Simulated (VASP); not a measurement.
Given:

```xyz
2
Lattice="2.5827 0.0000 0.0000 0.0000 2.5827 0.0000 0.0000 0.0000 2.5827" Properties=species:S:1:pos:R:3 pbc="T T T"
Al     0.0000     0.0000     0.0000
N      1.2914     1.2914     1.2914
```

The numbers are results of r2SCAN meta-GGA, VASP's PBE PAW potentials (set 64) (plane waves; VASP), not measurements. Settings: 520 eV cut-off, 16×16×16 Γ-centred mesh, tetrahedra with Blöchl corrections, potentials Al N.

Question: The job: AlN (relaxed from the CsCl structure, space group Pm-3m), 2 atoms, r2SCAN, static run, 520 eV, 16×16×16 Γ-centred mesh. Roughly how much core time does it take on a busy server core?

Answer: About 2 core-minutes (one run on a shared machine, a rough figure). It had 165 irreducible k-points, 8 bands, up to 480 plane waves and 22 electronic steps.

The structure was generated: AlN was put into the CsCl type (Pm-3m), which need not be its known phase. It was relaxed first, which changed the volume by +12 %.
